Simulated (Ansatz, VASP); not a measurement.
## Ta in two plane-wave programs

Aim: how closely do two programs agree when they are given the same cell, functional and k mesh? The cell is taken from a series of runs on this material, whose earlier steps may have relaxed, scaled, displaced or heated it; both programs get it as it stands.

Main program and level: Ansatz 0.2.0; plane waves, with VASP 6.6.1 beside it; relaxation of cell and atoms at PBE.

### Step 1. The structure

The structure is cubic, space group Im-3m (No. 229). Conventional cell: a = 3.316 Å, b = 3.316 Å, c = 3.316 Å, α = 90.00°, β = 90.00°, γ = 90.00°. Nearest to Ta lie 8 Ta at 2.87 Å.

### Step 2. Ansatz: relaxation of cell and atoms, PBE

Ansatz runs on norm-conserving files, of PseudoDojo where its log says so.

The relaxed volume is the usual yardstick between codes: in a stiff, nearly cubic crystal its relative difference is about their pressure difference at one cell divided by the bulk modulus.

input.yaml reads:

```yaml
crystal:
  lattice:
    - [-1.6578710215, 1.6578710215, 1.6578710215]
    - [1.6578710215, -1.6578710215, 1.6578710215]
    - [1.6578710215, 1.6578710215, -1.6578710215]
  atoms:
    - { symbol: Ta, position: [0.0, 0.0, 0.0] }
kpoints:
  mp_grid: { grid: [12, 12, 12] }
hamiltonian:
  xc: pbe
  pseudopotentials: { kind: nc, accuracy: standard }
scf:
  occupations: { method: methfessel_paxton, width: 0.2 }
output:
  forces: true
  stress: true
  eigenvalues: true
relax:
  adjacent_minimum: "off"
  f_tol: 0.001
  max_steps: 60
  cell: { stress_tol: 0.01 }
```

Started as:

```sh
> ansatz run input.yaml --threads 4 --pin off --max-ram 10240MiB --backend cpu --events-out ev --progress --plain --runs-dir out
```

Numbers of over 12 decimals in the logs are rounded to 6 here.

Log:

```text
Engine: ansatz 0.2.0, x86_64-unknown-linux-gnu
Pseudopotentials: kind: nc
Pseudopotential: Ta, nc, valence charge 13, recommended cutoff 789.130201 eV (normal), Ta.nc.azcp (PseudoDojo's, or run here from an input of PseudoDojo's; its table is named by hamiltonian.pseudopotentials.accuracy)
Functional definition: PBE
  parameter kappa = 0.804
  parameter beta = 0.066725
  exchange = pbe_x(kappa = kappa, mu = beta*pi^2/3)
  correlation = pbe_c(beta = beta)
Crystal: 1 atoms, lattice volume = 18.227 Å³
Basis set: ecut = 789.130201 eV, 935 PW (Γ), exchange–correlation on 54×54×54 points (8 copies of the dense FFT grid, shifted against one another)
Bands: 11, of which v1, the nominal top of the filled ones, is band 7 counted from 1 (6 counted from 0)
Symmetry: 48 space group operations
Space group: Im-3m (ITA 229), of the structure as read, at distance tolerance 2.6e-5 Å
k-points: 72 of 1728
Non-local potential: Ta, projectors of the file, l = 0: 2, l = 1: 2, l = 2: 2, l = 3: 2
Initial density: superposition of atomic densities (chi_scale 0.1, normalization cell)
Initial wavefunctions: pseudopotential atomic-orbital guess
Functional: x = pbe(κ = 0.804, μ = 0.219515), c = pbe(β = 0.066725)
SCF iter   1: F=—  HF=-1771.667628 eV  |F-HF|=—  |Δ(HF+E_count)|=         —  Δρ=4.14e-2  dr2=3.33e-1  ethr=3.10e-3  ⟨swp⟩=5.9  Hψ=5385  notcnv=0
preconditioner: auto → none  [metal: Δε(μ)=0.037 eV  Ē_g=8.392 eV  σ=0.200 eV  W_gap=0.16  n_scr=0 (ndim 8)  ℏωp=19.4 eV  f_vac=0.000  D(μ)=2.13/eV (n_scr^D=18)]
SCF iter   2: F=—  HF=-1771.553263 eV  |F-HF|=—  |Δ(HF+E_count)|=   1.14e-1  S|Δr|=    0.00e0  Δρ=1.48e-2  dr2=2.17e-2  ethr=2.56e-3  ⟨swp⟩=2.6  Hψ=1892  notcnv=0  defer=13
SCF iter   3: F=—  HF=-1771.551290 eV  |F-HF|=—  |Δ(HF+E_count)|=   1.97e-3  S|Δr|=    0.00e0  Δρ=4.34e-3  dr2=1.18e-3  ethr=1.67e-4  ⟨swp⟩=2.5  Hψ=1136  notcnv=0  defer=13
SCF iter   4: F=—  HF=-1771.551603 eV  |F-HF|=—  |Δ(HF+E_count)|=   3.13e-4  S|Δr|=    0.00e0  Δρ=3.36e-4  dr2=8.71e-6  ethr=9.10e-6  ⟨swp⟩=1.3  Hψ=872  notcnv=0  defer=13
SCF iter   5: F=—  HF=-1771.551608 eV  |F-HF|=—  |Δ(HF+E_count)|=   4.26e-6  S|Δr|=    0.00e0  Δρ=5.24e-5  dr2=6.26e-8  ethr=7.69e-10  ⟨swp⟩=7.6  Hψ=5777  notcnv=0
SCF iter   6: F=-1771.551608 eV  HF=-1771.551608 eV  |F-HF|=2.35e-9  |Δ(HF+E_count)|=   2.41e-8  S|Δr|=    0.00e0  Δρ=3.11e-5  dr2=2.27e-8  ethr=4.81e-10  ⟨swp⟩=3.0  Hψ=3211  notcnv=0
SCF 1 converged in 6 iterations: F = -1771.551608 eV  dr2 = 2.27e-8
relax step   1: F+E_penalty+E_count = -1771.55160778 eV  Δ(F+E_penalty+E_count) = +0.000e0 eV  max|allowed force component| = 0.000e0 eV/Å  Δτ_max = 0.0000 Å  P = -0.033 GPa  Ω = 18.227 Å³  (6 SCF iters, dr2 threshold 1.00e-7 eV, accepted)
[...]
relax step   2: F+E_penalty+E_count = -1771.55160694 eV  Δ(F+E_penalty+E_count) = +8.465e-7 eV  max|allowed force component| = 0.000e0 eV/Å  Δτ_max = 0.0000 Å  P = +0.088 GPa  Ω = 18.215 Å³  energy of the carried Pulay correction = +1.189e-6 eV  (3 SCF iters, dr2 threshold 2.80e-9 eV, rejected (line search))
[...]
relax step   3: F+E_penalty+E_count = -1771.55160847 eV  Δ(F+E_penalty+E_count) = -6.854e-7 eV  max|allowed force component| = 0.000e0 eV/Å  Δτ_max = 0.0000 Å  P = -0.000 GPa  Ω = 18.224 Å³  energy of the carried Pulay correction = +3.277e-7 eV  (5 SCF iters, accepted)
[...]
relax step   4: F+E_penalty+E_count = -1771.55160847 eV  Δ(F+E_penalty+E_count) = +0.000e0 eV  max|allowed force component| = 0.000e0 eV/Å  Δτ_max = 0.0000 Å  P = -0.000 GPa  Ω = 18.224 Å³  stress off target by 3.92e-4 GPa  SCF on the basis re-selected at this cell (its energy is not comparable with the rows above)  (2 SCF iters)
basis re-selected at this cell: Δ(F+E_penalty+E_count) = +0.000e0 eV, ΔP = -0.000 GPa vs the last step (what re-selecting the basis moved, of the pressure what is left beyond the Pulay correction that the steps carried, after the strain that the cell walked since its last selection, with what the two solves' SCF thresholds leave and, on support functions, any second-order correction that the steps lacked; it is no measure of the basis error at this ecutwfc). This SCF's stress stands 3.92e-4 GPa from its target on what of the cell is left free (relax.cell.stress_tol is 1.00e-2 GPa) and its largest allowed force component is 0.00e0 eV/Å (relax.f_tol is 1.00e-3 eV/Å): [rest of the remark cut]
SCF converged after 2 iterations
Stability not checked: this state was not tested for a lower state beside it, because cold or Methfessel-Paxton smearing, or corrected tetrahedra, fill the levels in a way that the test cannot read (fill_not_monotonic; see scf.lower_state_search)
Free energy (F): -1771.551608 eV
Harris-Foulkes:  -1771.551608 eV  (|F-HF|=2.27e-13)
Internal energy: -1771.547772 eV  (E = F + TS)
E sigma→0 (E₀):  -1771.550649 eV
Entropy (-TS):   -0.003836 eV (-3.836 meV/atom)
Fermi energy:    18.189129 eV
--- Per-component energies (eV) ---
  E_band       = -109.245964
  E_kinetic    = 466.497945
  E_local      = -827.440958  (includes V_loc(G=0)·N_el)
  E_nonlocal   = 126.422594
  E_hartree    = 201.332274
  E_xc         = -402.797515
  E_vxc        = -277.390089  (∫ρ·V_xc dr)
  E_ewald      = -1335.562113
  E_smearing   = -0.003836  (= −TS)
  E_closure    = 0.000000  (closes the sum)
  Σ components = -1771.551608   (vs F -1771.551608, Δ=0.00e0)
--- Forces (eV/Å), atoms counted from 1 ---
  atom   1  Ta     0.00000000    -0.00000000     0.00000000
  max |Σ_I F_I| component: 1.58e-29 eV/Å
--- Stress (GPa, compression-positive) ---
       -0.000392       0.000000      -0.000000
        0.000000      -0.000392      -0.000000
        0.000000       0.000000      -0.000392
  P = ⅓ Tr σ = -0.0004 GPa (-0.004 kbar)
--- Band table (eV; the first three rows and the last of 72) ---
  k-point 0: bands = [... 3 lower, -14.8792, 10.3437, 18.9531, 18.9531, 18.9531, 22.1870, 22.1870, 32.7583]
  k-point 1: bands = [... 3 lower, -14.8797, 10.6465, 18.7577, 18.8886, 19.2514, 21.8879, 22.1883, 33.0233]
  k-point 2: bands = [... 3 lower, -14.8808, 11.4834, 18.2696, 18.5819, 20.1257, 21.5154, 22.2268, 33.4773]
  k-point 71: bands = [... 3 lower, -15.6690, 14.4837, 14.4837, 24.9668, 24.9668, 24.9668, 26.6922, 26.6922]
--- Relaxed structure (3 steps of the walk, 2 accepted, 1 SCFs on fresh bases) ---
  F+E_penalty+E_count = -1771.55160847 eV   max|allowed force component| = 0.000e0 eV/Å   (the final SCF, on the basis selected at the relaxed cell)
  cell:  # Å, volume = 18.2236 Å³
    - [-1.657770, 1.657770, 1.657770]
    - [1.657770, -1.657770, 1.657770]
    - [1.657770, 1.657770, -1.657770]
  atoms:
    - { symbol: Ta, position: [0.0, 0.0, 0.0] }
```

### Step 3. VASP: relaxation of cell and atoms, PBE

The same cell, functional, mesh and smearing now go to VASP, with its own data sets.

Lines of VASP's logs that name or quote its potential files are left out, and so is its time.

INCAR reads:

```
SYSTEM = Ta
PREC = Accurate
ENCUT = 500
EDIFF = 1E-07
NELM = 120
ISMEAR = 1
SIGMA = 0.2
LREAL = .FALSE.
ALGO = Normal
GGA = PE
NBANDS = 11
LASPH = .TRUE.
LORBIT = 11
LWAVE = .FALSE.
LCHARG = .FALSE.
ISIF = 3
IBRION = 2
NSW = 80
EDIFFG = -0.005
GGA_COMPAT = .FALSE.
NELMIN = 4
```

POSCAR reads:

```
Ta
1.0
   -1.6578710000      1.6578710000      1.6578710000
    1.6578710000     -1.6578710000      1.6578710000
    1.6578710000      1.6578710000     -1.6578710000
Ta
1
Direct
    0.0000000000      0.0000000000      0.0000000000
```

KPOINTS reads:

```
Automatic mesh
0
Gamma
12 12 12
0 0 0
```

The projector-augmented-wave data sets are Ta_pv (PBE family, release 64).

Started as:

```sh
> mpirun -np 1 vasp_std
```

Log:

```text
[banner, memory and clock lines left out]
running    1 mpi-ranks, on    1 nodes
 distrk:  each k-point on    1 cores,    1 groups
 distr:  one band on    1 cores,    1 groups

 POSCAR found type information on POSCAR Ta
 POSCAR found :  1 types and       1 ions
 LDA part: xc-table for (Slater+PW92), standard interpolation
 POSCAR, INCAR and KPOINTS ok, starting setup
 FFT: planning ... GRIDC
 FFT: planning ... GRID_SOFT
 FFT: planning ... GRID
 WAVECAR not read
 entering main loop
       N       E                     dE             d eps       ncg     rms          rms(c)
DAV:   1     0.570461915718E+02    0.57046E+02   -0.61015E+03  1592   0.922E+02
DAV:   2    -0.113020462885E+02   -0.68348E+02   -0.66927E+02  1799   0.243E+02
DAV:   3    -0.122685208354E+02   -0.96647E+00   -0.94980E+00  1911   0.276E+01
DAV:   4    -0.122719731560E+02   -0.34523E-02   -0.34517E-02  1725   0.178E+00
DAV:   5    -0.122719892366E+02   -0.16081E-04   -0.16080E-04  1895   0.114E-01    0.132E+01
DAV:   6    -0.119097864017E+02    0.36220E+00   -0.32412E-01  1767   0.639E+00    0.642E+00
DAV:   7    -0.118054114987E+02    0.10437E+00   -0.26923E-01  1788   0.544E+00    0.416E-01
DAV:   8    -0.118047934458E+02    0.61805E-03   -0.85179E-03  1928   0.770E-01    0.102E-01
DAV:   9    -0.118047751145E+02    0.18331E-04   -0.11454E-04  1755   0.118E-01    0.253E-02
DAV:  10    -0.118047691274E+02    0.59871E-05   -0.30595E-06  1901   0.204E-02    0.349E-03
DAV:  11    -0.118047690083E+02    0.11913E-06   -0.14348E-07  1399   0.435E-03    0.502E-04
DAV:  12    -0.118047689329E+02    0.75353E-07   -0.90823E-09  1020   0.115E-03
   1 F= -.11804769E+02 E0= -.11803502E+02  d E =-.118048E+02
 curvature:   0.00 expect dE= 0.000E+00 dE for cont linesearch  0.000E+00
 trial: gam= 0.00000 g(F)=  0.235E-63 g(S)=  0.182E-04 ort = 0.000E+00 (trialstep = 0.100E+01)
 search vector abs. value=  0.182E-04
 bond charge predicted
       N       E                     dE             d eps       ncg     rms          rms(c)
DAV:   1    -0.118049231019E+02   -0.15409E-03   -0.49577E-03  1653   0.882E-01    0.115E-01
DAV:   2    -0.118047871868E+02    0.13592E-03   -0.16097E-04  1668   0.142E-01    0.385E-02
DAV:   3    -0.118047581815E+02    0.29005E-04   -0.77532E-05  1743   0.958E-02    0.141E-02
DAV:   4    -0.118047578642E+02    0.31730E-06   -0.10366E-06  2030   0.109E-02    0.154E-03
DAV:   5    -0.118047577970E+02    0.67248E-07   -0.46455E-08  1047   0.232E-03
   2 F= -.11804758E+02 E0= -.11803455E+02  d E =0.111360E-04
 trial-energy change:    0.000011  1 .order    0.000010   -0.000018    0.000038
 step:   0.2942(harm=  0.3256)  dis= 0.00000  next Energy=   -11.804772 (dE=-0.264E-05)
 bond charge predicted
       N       E                     dE             d eps       ncg     rms          rms(c)
DAV:   1    -0.118048523051E+02   -0.94441E-04   -0.24673E-03  1653   0.622E-01    0.814E-02
DAV:   2    -0.118047844129E+02    0.67892E-04   -0.79997E-05  1668   0.999E-02    0.271E-02
DAV:   3    -0.118047704649E+02    0.13948E-04   -0.38701E-05  1734   0.677E-02    0.100E-02
DAV:   4    -0.118047713708E+02   -0.90591E-06   -0.51485E-07  2006   0.772E-03    0.108E-03
DAV:   5    -0.118047714306E+02   -0.59804E-07   -0.24159E-08   972   0.168E-03
   3 F= -.11804771E+02 E0= -.11803494E+02  d E =-.249771E-05
 curvature:  -0.16 expect dE=-0.192E-07 dE for cont linesearch -0.192E-07
 trial: gam=-0.07416 g(F)=  0.586E-63 g(S)=  0.118E-06 ort = 0.147E-05 (trialstep = 0.859E+00)
 search vector abs. value=  0.869E-09
 reached required accuracy - stopping structural energy minimisation
```

From OUTCAR (step 3):

```text
ion  position               nearest neighbor table
   1  0.000  0.000  0.000-

  LATTYP: Found a body centered cubic cell.
 ALAT       =     3.3157420000

 Subroutine GETGRP returns: Found 48 space group operations
 (whereof 48 operations were pure point group operations)

The static configuration has the point symmetry O_h .

 Found     72 irreducible k-points:

   k-points           NKPTS =     72   k-points in BZ     NKDIM =     72   number of bands    NBANDS=     11

   dimension x,y,z NGX =    24 NGY =   24 NGZ =   24
   dimension x,y,z NGXF=    48 NGYF=   48 NGZF=   48

   ENCUT  =  500.0 eV  36.75 Ry    6.06 a.u.   5.24  5.24  5.24*2*pi/ulx,y,z

   NELECT =      11.0000    total number of electrons

 k-points in reciprocal lattice and weights: Automatic mesh
   0.00000000  0.00000000  0.00000000       0.001
   0.08333333  0.00000000  0.00000000       0.007
   0.16666667  0.00000000  0.00000000       0.007
   0.25000000  0.00000000  0.00000000       0.007
   0.33333333  0.00000000  0.00000000       0.007
   0.41666667  0.00000000  0.00000000       0.007
   0.50000000  0.00000000  0.00000000       0.003
   0.08333333  0.08333333  0.00000000       0.014
   0.16666667  0.08333333  0.00000000       0.028
[...]
0.50000000  0.50000000  0.41666667       0.007
   0.50000000  0.50000000  0.50000000       0.001

 average (electrostatic) potential at core
       1 -36.5654

 E-fermi :   5.3664

 k-point     1 :       0.0000    0.0000    0.0000
  band No.  band energies     occupation
      1     -27.7212      2.00000
      2     -27.7212      2.00000
      3     -27.7212      2.00000
      4      -2.4825      2.00000
      5       6.1279     -0.00000
      6       6.1279     -0.00000
      7       6.1279     -0.00000
      8       9.3564     -0.00000
      9       9.3564     -0.00000
    ...

 k-point     2 :       0.0833    0.0000    0.0000
  band No.  band energies     occupation
      1     -27.8030      2.00000
      2     -27.7465      2.00000
      3     -27.7216      2.00000
      4      -2.1789      2.00000
      5       5.9328     -0.00046
      6       6.0639     -0.00001
      7       6.4266     -0.00000
      8       9.0605     -0.00000
      9       9.3585     -0.00000
    ...

 k-point     3 :       0.1667    0.0000    0.0000
  band No.  band energies     occupation
      1     -28.0215      2.00000
      2     -27.8149      2.00000
      3     -27.7228      2.00000
      4      -1.3399      2.00000
      5       5.4452      0.38705
      6       5.7586     -0.01810
      7       7.3017     -0.00000
      8       8.6899     -0.00000
      9       9.3986      0.00000
    ...

  Total        0.0009037      0.0009037      0.0009037     -0.0000000      0.0000000     -0.0000000
  in kB        0.0793973      0.0793973      0.0793973     -0.0000000      0.0000000     -0.0000000
  external PRESSURE =       0.0793973 kB  Pullay stress =       0.0000000 kB

  energy-cutoff  :      500.00
  volume of cell :       18.24
      direct lattice vectors                 reciprocal lattice vectors
    -1.658134541  1.658134541  1.658134541     0.000000000  0.301543685  0.301543685
     1.658134541 -1.658134541  1.658134541     0.301543685  0.000000000  0.301543685
     1.658134541  1.658134541 -1.658134541     0.301543685  0.301543685  0.000000000

 POSITION                                       TOTAL-FORCE (eV/Angst)
 -----------------------------------------------------------------------------------
     -0.00000      0.00000      0.00000         0.000000     -0.000000      0.000000
 -----------------------------------------------------------------------------------
    total drift:                               -0.000000      0.000000      0.000000

  FREE ENERGIE OF THE ION-ELECTRON SYSTEM (eV)
  ---------------------------------------------------
  free  energy   TOTEN  =       -11.8047714306 eV

  energy  without entropy=      -11.8009387405  energy(sigma->0) =      -11.80349387

 reached required accuracy - stopping structural energy minimisation

 total charge
# of ion       s       p       d       tot
------------------------------------------
    1        0.368   6.162   2.386   8.916

[... 3 further parts left out ...]
```

### Step 4. Comparison

Known differences besides the potentials themselves: the data sets hold 13 valence electrons in Ansatz (on norm-conserving files, of PseudoDojo where its log says so) and 11 in VASP; the cutoff is 789.13 eV in Ansatz and 500 eV in VASP; Ansatz adds a Pulay correction to the stress that steers its cell, VASP none. Total energies have different zeros and are not compared.

Both answers:

```tsv
quantity	Ansatz	VASP	difference
volume (Å³)	18.22	18.24	-0.07 %
edge a after relaxation, in the typed setting (Å)	2.871	2.872	-0.02 %
```

### Step 5. Summary of results

| Item | Value |
| --- | --- |
| difference in volume (relaxation of cell and atoms, PBE) | -0.066 % |

**Reading.** The difference in volume is -0.066 % (relaxation of cell and atoms, PBE), within the 1.2 % picked in this series as the mark of a large difference, as far as the stopping tolerances let one tell. The data sets hold unlike numbers of valence electrons (13 in Ansatz and 11 in VASP), so part of the differences comes from the potentials. 2 further runs of this series are not shown here. Such differences can come from data sets, numerical settings and the points named under the comparisons, not from the functional's error against experiment.

[Lines on the potential files, build, host, timing and source positions are cut from VASP's logs without a mark.]

[Logs are printed without paths, hosts, clocks, repeated set-up lines and the standing remarks that a program may print on its own settings, such as how far it seeks lower states.]

[Hosts, paths, dates, database ids (printed as entryN), source tags and the programs' standing remarks are cut or masked in the printed files.]
